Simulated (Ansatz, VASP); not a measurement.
# RbOsCl3: VASP beside Ansatz

Wanted: the spread between two codes on one cell, functional and k mesh. The cell is invented: As first built, before any earlier steps moved the atoms (in the runner's words): it takes the RbPdCl3 structure with some of its atoms replaced by other elements, volume scaled by an estimate. It may not be a known or stable phase. The cell is a member of a volume series, scaled by 1.02 from a relaxed one, so a pressure remains.

Method: plane waves, with VASP 6.6.1 beside it; single point at RPBE, in Ansatz 0.2.0.

## Step 1: Starting point

The structure is cubic, space group Pm-3m (No. 221). The conventional cell has a = 5.034 Å, b = 5.034 Å, c = 5.034 Å, α = 90.00°, β = 90.00°, γ = 90.00°. Nearest to Os lie 6 Cl at 2.52 Å. Nearest to Rb lie 12 Cl at 3.56 Å. Cl has 2 Os at 2.52 Å and 4 Rb at 3.56 Å nearest. As first built, before any earlier steps moved the atoms (in the runner's words): sites of the RbPdCl3 structure (space group 221) filled with other elements, volume scaled by an estimate. Farther neighbours and most contacts between anions are not listed.

## Step 2: Ansatz: single point, RPBE, volume scaled by 1.02

Ansatz runs on its default PAW (the set named soft_2) files.

A single point gives forces, pressure and levels at one fixed geometry, so differences don't come from the geometry; what else differs is listed under the comparison.

input.yaml

```yaml
crystal:
  lattice:
    - [5.0336813388, 0.0, 0.0]
    - [0.0, 5.0336813388, 0.0]
    - [0.0, 0.0, 5.0336813388]
  atoms:
    - { symbol: Os, position: [0.5, 0.5, 0.5] }
    - { symbol: Rb, position: [0.0, 0.0, 0.0] }
    - { symbol: Cl, position: [0.0, 0.5, 0.5] }
    - { symbol: Cl, position: [0.5, 0.0, 0.5] }
    - { symbol: Cl, position: [0.5, 0.5, 0.0] }
hamiltonian:
  xc: rpbe
  pseudopotentials: { kind: paw }
kpoints:
  mp_grid: { grid: [5, 5, 5] }
scf:
  occupations: { method: fermi_dirac, width: 0.05 }
  n_extra_bands: 5
output:
  forces: true
  stress: true
  eigenvalues: true
```

On the command line:

```console
$ ansatz run input.yaml --threads 2 --pin off --max-ram 4608MiB --backend cpu --events-out ev --progress --plain --runs-dir out
```

Numbers of over 12 decimals in the logs are rounded to 6 here.

Log:

```text
scf.n_extra_bands = 5 over 23 filled bands (N_el = 46.0): the run solves 28 bands
Engine: ansatz 0.2.0, x86_64-unknown-linux-gnu
Pseudopotentials: kind: paw
Pseudopotential: Os, paw, valence charge 16, recommended cutoff 420 eV (normal), Os.paw.azcp
Pseudopotential: Rb, paw, valence charge 9, recommended cutoff 420 eV (normal), Rb.paw.azcp
Pseudopotential: Cl, paw, valence charge 7, recommended cutoff 420 eV (normal), Cl.paw.azcp
Functional definition: RPBE
  parameter kappa = 0.804
  parameter beta = 0.066725
  exchange = rpbe_x(kappa = kappa, mu = beta*pi^2/3)
  correlation = pbe_c(beta = beta)
Crystal: 5 atoms, lattice volume = 127.543 Å³
Basis set: ecut = 420 eV, 2517 PW (Γ), exchange–correlation on 72×72×72 points (8 copies of the dense FFT grid, shifted against one another)
Bands: 28, of which v1, the nominal top of the filled ones, is band 23 counted from 1 (22 counted from 0)
Symmetry: 48 space group operations
Space group: Pm-3m (ITA 221), of the structure as read, at distance tolerance 5.0e-5 Å
k-points: 10 of 125
Non-local potential: Os, projectors of the file, l = 0: 3, l = 1: 2, l = 2: 2, l = 3: 1
Non-local potential: Rb, projectors of the file, l = 0: 3, l = 1: 2, l = 2: 2
Non-local potential: Cl, projectors of the file, l = 0: 2, l = 1: 2, l = 2: 2
PAW form: soft (Blöchl's): semilocal exchange-correlation on the pseudo side does not see the compensation charge
PAW frozen core: Os, regenerated for the run's functional, and the local potential with it (the file was generated under x = pbe(κ = 0.804, μ = 0.219515), c = pbe(β = 0.066725))
PAW frozen core: Rb, regenerated for the run's functional, and the local potential with it (the file was generated under x = pbe(κ = 0.804, μ = 0.219515), c = pbe(β = 0.066725))
PAW frozen core: Cl, regenerated for the run's functional, and the local potential with it (the file was generated under x = pbe(κ = 0.804, μ = 0.219515), c = pbe(β = 0.066725))
PAW one-centre angular grid: Os, 590 points (default); XC on 64 Gauss nodes
PAW one-centre angular grid: Rb, 110 points (default); XC on 64 Gauss nodes
PAW one-centre angular grid: Cl, 110 points (default); XC on 64 Gauss nodes
Initial density: superposition of atomic densities (neutral atoms: chi_scale 0, normalization atom), corrected by the library's trained network
Initial wavefunctions: pseudopotential atomic-orbital guess
Functional: x = rpbe, c = pbe(β = 0.066725)
SCF iter   1: F=—  HF=-17923.867546 eV  |F-HF|=—  |Δ(HF+E_count)|=         —  Δρ=5.68e-3  dr2=2.36e-2  ethr=1.77e-3  ⟨swp⟩=6.3  Hψ=1257  notcnv=0
preconditioner: auto → LDOS  [insulator: Δε(μ)=0.180 eV  Ē_g=10.419 eV  σ=0.050 eV  W_gap=0.66  n_scr=26 (ndim 8)  ℏωp=19.7 eV  f_vac=0.039  D(μ)=3.06/eV (n_scr^D=18)  ε∞_Penn≈4.6  β→1.0]
SCF iter   2: F=—  HF=-17923.866953 eV  |F-HF|=—  |Δ(HF+E_count)|=   5.93e-4  Δρ=1.02e-3  dr2=8.41e-4  ethr=5.13e-5  ⟨swp⟩=2.6  Hψ=565  notcnv=0  defer=1
SCF iter   3: F=—  HF=-17923.867171 eV  |F-HF|=—  |Δ(HF+E_count)|=   2.18e-4  Δρ=4.22e-4  dr2=2.95e-4  ethr=1.83e-6  ⟨swp⟩=2.0  Hψ=535  notcnv=0  defer=1
SCF iter   4: F=—  HF=-17923.867104 eV  |F-HF|=—  |Δ(HF+E_count)|=   6.68e-5  Δρ=1.64e-4  dr2=5.86e-5  ethr=6.42e-7  ⟨swp⟩=2.5  Hψ=428  notcnv=0  defer=1
SCF iter   5: F=—  HF=-17923.867086 eV  |F-HF|=—  |Δ(HF+E_count)|=   1.85e-5  Δρ=4.44e-5  dr2=3.82e-6  ethr=1.27e-7  ⟨swp⟩=2.0  Hψ=334  notcnv=0  defer=1
SCF iter   6: F=-17923.867085 eV  HF=-17923.867085 eV  |F-HF|=3.94e-8  |Δ(HF+E_count)|=   1.08e-6  Δρ=6.34e-6  dr2=7.08e-8  ethr=2.17e-10  ⟨swp⟩=5.6  Hψ=1433  notcnv=0
SCF 1 converged in 6 iterations: F = -17923.867085 eV  dr2 = 7.08e-8
  greatest PAW one-centre occupation: 1.000 electrons in one spin orbital (limit 2), on the Os atom at site 0 (counted from 0), in its partial waves of l = 0
SCF converged after 6 iterations
Free energy (F): -17923.867085 eV
Harris-Foulkes:  -17923.867085 eV  (|F-HF|=3.94e-8)
Internal energy: -17923.835564 eV  (E = F + TS)
E sigma→0 (E₀):  -17923.851324 eV
Entropy (-TS):   -0.031521 eV (-6.304 meV/atom)
Fermi energy:    6.836631 eV
--- Per-component energies (eV) ---
  E_band       = -424.201275
  E_kinetic    = 1243.654589
  E_local      = -3332.868465  (includes V_loc(G=0)·N_el)
  E_nonlocal   = 251.743431
  E_hartree    = 1216.573921
  E_xc         = -719.170172
  E_vxc        = -785.170589  (∫ρ·V_xc dr)
  E_paw        = -13636.888044  (= ΣΔE_a)
  E_vpaw       = -234.696139  (= ΣTr[D̂ρ^β])
  E_aug_tail   = 0.000191  (compensation charges beyond the density's cutoff)
  E_ewald      = -2946.665382
  E_core_change = -0.215631  (= ΣΔE_core)
  E_smearing   = -0.031521  (= −TS)
  E_closure    = -0.000000  (closes the sum)
  Σ components = -17923.867085   (vs F -17923.867085, Δ=0.00e0)
--- Forces (eV/Å), atoms counted from 1 ---
  atom   1  Os     0.00000000     0.00000000    -0.00000000
  atom   2  Rb    -0.00000000    -0.00000000     0.00000000
  atom   3  Cl     0.00000000     0.00000000    -0.00000000
  atom   4  Cl     0.00000000    -0.00000000    -0.00000000
  atom   5  Cl     0.00000000    -0.00000000     0.00000000
  max |Σ_I F_I| component: 6.72e-29 eV/Å
--- Stress (GPa, compression-positive) ---
       -0.879110       0.000000       0.000000
        0.000000      -0.879110       0.000000
        0.000000       0.000000      -0.879110
  P = ⅓ Tr σ = -0.8791 GPa (-8.791 kbar)
--- Band table (eV; the first three rows and the last of 10) ---
  k-point 0: bands = [... 19 lower, 3.6775, 5.4281, 5.4281, 5.4281, 6.3475, 6.3475, 8.1511, 10.4637, ... 1 higher]
  k-point 1: bands = [... 19 lower, 3.5736, 5.4378, 5.9013, 5.9013, 6.3492, 6.8905, 9.1282, 10.9400, ... 1 higher]
  k-point 2: bands = [... 19 lower, 3.5140, 5.4537, 6.3519, 6.5453, 6.5453, 7.1213, 11.5753, 11.9647, ... 1 higher]
  k-point 9: bands = [... 19 lower, 4.0280, 6.9928, 7.0244, 7.0244, 9.7722, 9.7722, 11.7361, 12.0308, ... 1 higher]
```

The job ended after 0.87 s (2 threads of AMD EPYC 9R14 (Zen 4), shared host; peak memory 0.44 GiB; 1.6 s of CPU time).

The run ends at a pressure of -0.88 GPa.

## Step 3: VASP: single point, RPBE, volume scaled by 1.02

The same cell, functional, mesh and smearing now go to VASP, with its own data sets and cutoff.

Lines of VASP's logs that name or quote its potential files are left out, and so is its time.

INCAR

```
SYSTEM = RbOsCl3
PREC = Accurate
ENCUT = 400
EDIFF = 1E-06
NELM = 100
ISMEAR = -1
SIGMA = 0.05
LREAL = .FALSE.
ALGO = Normal
GGA = RP
NBANDS = 25
LORBIT = 11
LWAVE = .FALSE.
LCHARG = .FALSE.
KPAR = 2
ISIF = 2
```

POSCAR

```
RbOsCl3
1.0
    5.0336813388      0.0000000000      0.0000000000
    0.0000000000      5.0336813388      0.0000000000
    0.0000000000      0.0000000000      5.0336813388
Os Rb Cl
1 1 3
Direct
    0.5000000000      0.5000000000      0.5000000000
    0.0000000000      0.0000000000      0.0000000000
    0.0000000000      0.5000000000      0.5000000000
    0.5000000000      0.0000000000      0.5000000000
    0.5000000000      0.5000000000      0.0000000000
```

KPOINTS

```
Automatic mesh
0
Gamma
5 5 5
0 0 0
```

The projector-augmented-wave data sets are Os, Rb_sv and Cl (PBE family, release 64).

On the command line:

```console
$ mpirun -np 2 vasp_std
```

Log:

```text
[banner, memory and clock lines left out]
running    2 mpi-ranks, on    1 nodes
 distrk:  each k-point on    1 cores,    2 groups
 distr:  one band on    1 cores,    1 groups

 POSCAR found type information on POSCAR OsRbCl
 POSCAR found :  3 types and       5 ions
|                                                                             |
|               ----> ADVICE to this user running VASP <----                  |
|                                                                             |
|     You enforced a specific xc type in the INCAR file but a different       |
|     [... a line on the potential file left out ...]
|     I HOPE YOU KNOW WHAT YOU ARE DOING!                                     |
|                                                                             |

 LDA part: xc-table for (Slater+PW92), standard interpolation
 POSCAR, INCAR and KPOINTS ok, starting setup
 FFT: planning ... GRIDC
 FFT: planning ... GRID_SOFT
 FFT: planning ... GRID
 WAVECAR not read
 entering main loop
       N       E                     dE             d eps       ncg     rms          rms(c)
DAV:   1     0.221018714030E+03    0.22102E+03   -0.14964E+04   500   0.110E+03
DAV:   2    -0.302605820586E+01   -0.22404E+03   -0.21997E+03   674   0.273E+02
DAV:   3    -0.189080407523E+02   -0.15882E+02   -0.15773E+02   687   0.713E+01
DAV:   4    -0.192611003870E+02   -0.35306E+00   -0.35253E+00   726   0.112E+01
DAV:   5    -0.192711882396E+02   -0.10088E-01   -0.10086E-01   694   0.158E+00    0.142E+01
DAV:   6    -0.185402148247E+02    0.73097E+00   -0.31050E+00   675   0.928E+00    0.796E+00
DAV:   7    -0.185523939909E+02   -0.12179E-01   -0.18959E-01   608   0.292E+00    0.445E+00
DAV:   8    -0.185663173901E+02   -0.13923E-01   -0.38304E-02   564   0.127E+00    0.328E-01
DAV:   9    -0.185667244768E+02   -0.40709E-03   -0.31665E-03   717   0.341E-01    0.216E-01
DAV:  10    -0.185676529473E+02   -0.92847E-03   -0.17519E-03   529   0.278E-01    0.535E-02
DAV:  11    -0.185677119943E+02   -0.59047E-04   -0.11435E-04   644   0.726E-02    0.262E-02
DAV:  12    -0.185677294484E+02   -0.17454E-04   -0.24210E-05   541   0.313E-02    0.816E-03
DAV:  13    -0.185677322067E+02   -0.27583E-05   -0.36753E-06   568   0.122E-02    0.464E-03
DAV:  14    -0.185677326857E+02   -0.47897E-06   -0.66881E-07   391   0.555E-03
   1 F= -.18567733E+02 E0= -.18551683E+02  d E =-.320984E-01
```

OUTCAR, selected parts (step 3):

```text
ion  position               nearest neighbor table
   1  0.500  0.500  0.500-   3 2.52   4 2.52   5 2.52   5 2.52   4 2.52   3 2.52   2 4.36   2 4.36
                             2 4.36   2 4.36   2 4.36   2 4.36   2 4.36   2 4.36
   2  0.000  0.000  0.000-   3 3.56   4 3.56   5 3.56   3 3.56   4 3.56   3 3.56   5 3.56   3 3.56
                             4 3.56   5 3.56   4 3.56   5 3.56   1 4.36   1 4.36   1 4.36   1 4.36
   3  0.000  0.500  0.500-   1 2.52   1 2.52   2 3.56   2 3.56   2 3.56   2 3.56
   4  0.500  0.000  0.500-   1 2.52   1 2.52   2 3.56   2 3.56   2 3.56   2 3.56
   5  0.500  0.500  0.000-   1 2.52   1 2.52   2 3.56   2 3.56   2 3.56   2 3.56

  LATTYP: Found a simple cubic cell.
 ALAT       =     5.0336813388

 Subroutine GETGRP returns: Found 48 space group operations
 (whereof 48 operations were pure point group operations)

The static configuration has the point symmetry O_h .

 Found     10 irreducible k-points:

   k-points           NKPTS =     10   k-points in BZ     NKDIM =     10   number of bands    NBANDS=     25

   dimension x,y,z NGX =    36 NGY =   36 NGZ =   36
   dimension x,y,z NGXF=    72 NGYF=   72 NGZF=   72

   ENCUT  =  400.0 eV  29.40 Ry    5.42 a.u.   8.21  8.21  8.21*2*pi/ulx,y,z

   NELECT =      38.0000    total number of electrons

 k-points in reciprocal lattice and weights: Automatic mesh
   0.00000000  0.00000000  0.00000000       0.008
   0.20000000  0.00000000  0.00000000       0.048
   0.40000000  0.00000000  0.00000000       0.048
   0.20000000  0.20000000  0.00000000       0.096
   0.40000000  0.20000000  0.00000000       0.192
   0.40000000  0.40000000  0.00000000       0.096
   0.20000000  0.20000000  0.20000000       0.064
   0.40000000  0.20000000  0.20000000       0.192
   0.40000000  0.40000000  0.20000000       0.192
   0.40000000  0.40000000  0.40000000       0.064

 average (electrostatic) potential at core
       1 -48.8476       2 -36.2366       3 -93.5190       4 -93.5190       5 -93.5190

 E-fermi :   2.9162

 k-point     1 :       0.0000    0.0000    0.0000
  band No.  band energies     occupation
    ...
     17       1.5170      2.00000
     18       1.5170      2.00000
     19       1.5170      2.00000
     20       2.4048      1.99993
     21       2.4048      1.99993
     22       4.2483      0.00000
     23       6.5562      0.00000
     24       7.6246      0.00000
     25       7.6246      0.00000

 k-point     2 :       0.2000    0.0000    0.0000
  band No.  band energies     occupation
    ...
     17       1.5268      2.00000
     18       1.9892      2.00000
     19       1.9892      2.00000
     20       2.4066      1.99993
     21       2.9542      0.63712
     22       5.2235      0.00000
     23       7.0330      0.00000
     24       7.9539      0.00000
     25       8.0349      0.00000

 k-point     3 :       0.4000    0.0000    0.0000
  band No.  band energies     occupation
    ...
     16      -0.3951      2.00000
     17       1.5427      2.00000
     18       2.4093      1.99992
     19       2.6301      1.99347
     20       2.6301      1.99347
     21       3.1911      0.00816
     22       7.6567      0.00000
     23       8.0588      0.00000
     24       8.7116      0.00000
     25       8.8608      0.00000

  Total       -0.6798265     -0.6798265     -0.6798265     -0.0000000     -0.0000000     -0.0000000
  in kB       -8.5398747     -8.5398747     -8.5398747     -0.0000000     -0.0000000     -0.0000000
  external PRESSURE =      -8.5398747 kB  Pullay stress =       0.0000000 kB

  energy-cutoff  :      400.00
  volume of cell :      127.54
      direct lattice vectors                 reciprocal lattice vectors
     5.033681339  0.000000000  0.000000000     0.198661761  0.000000000  0.000000000
     0.000000000  5.033681339  0.000000000     0.000000000  0.198661761  0.000000000
     0.000000000  0.000000000  5.033681339     0.000000000  0.000000000  0.198661761

 POSITION                                       TOTAL-FORCE (eV/Angst)
 -----------------------------------------------------------------------------------
      2.51684      2.51684      2.51684         0.000000      0.000000      0.000000
      0.00000      0.00000      0.00000         0.000000      0.000000      0.000000
      0.00000      2.51684      2.51684         0.000000      0.000000      0.000000
      2.51684      0.00000      2.51684         0.000000      0.000000      0.000000
      2.51684      2.51684      0.00000         0.000000      0.000000      0.000000
 -----------------------------------------------------------------------------------
    total drift:                                0.000000      0.000000      0.000000

  FREE ENERGIE OF THE ION-ELECTRON SYSTEM (eV)
  ---------------------------------------------------
  free  energy   TOTEN  =       -18.5677326857 eV

  energy  without entropy=      -18.5356342432  energy(sigma->0) =      -18.55168346

 total charge
# of ion       s       p       d       tot
------------------------------------------
    1        0.386   0.319   6.023   6.728
    2        1.937   5.362   0.014   7.313
    3        1.600   3.510   0.000   5.110
    4        1.600   3.510   0.000   5.110
    5        1.600   3.510   0.000   5.110
--------------------------------------------------
tot          7.124  16.211   6.037  29.372

[... 3 further parts left out ...]
```

This run has no spin polarisation, so a moment on Os, if there is one, isn't seen.

## Step 4: Differences

Known differences besides the potentials themselves: the data sets hold 46 valence electrons in Ansatz (default PAW (the set named soft_2) files) and 38 in VASP; the cutoff is 420 eV in Ansatz and 400 eV in VASP; Ansatz makes its cores anew for this functional, VASP keeps those of its PBE data sets; VASP leaves aspherical gradient terms in its spheres out (LASPH is not set), Ansatz keeps them. Total energies have different zeros and are not compared.

Both answers:

```
      quantity  Ansatz   VASP  difference
pressure (GPa)   -0.88  -0.85       -0.03
```

Ansatz's pressure holds a Pulay correction of 0.01 GPa; VASP's holds none.

## Step 5: Results

```
difference in pressure (single point, RPBE, volume scaled by 1.02) : -0.025 GPa
```

What this shows: The difference in pressure is -0.025 GPa (single point, RPBE, volume scaled by 1.02), within the 1 GPa picked in this series as the mark of a large difference. Such differences can come from data sets, numerical settings and the points named under the comparisons, not from the functional's error against experiment.

[Lines on the potential files, build, host, timing and source positions are cut from VASP's logs without a mark.]

[Logs are printed without paths, hosts, clocks, repeated set-up lines and the standing remarks that a program may print on its own settings, such as how far it seeks lower states.]

[Hosts, paths, dates, database ids (printed as entryN), source tags and the programs' standing remarks are cut or masked in the printed files.]
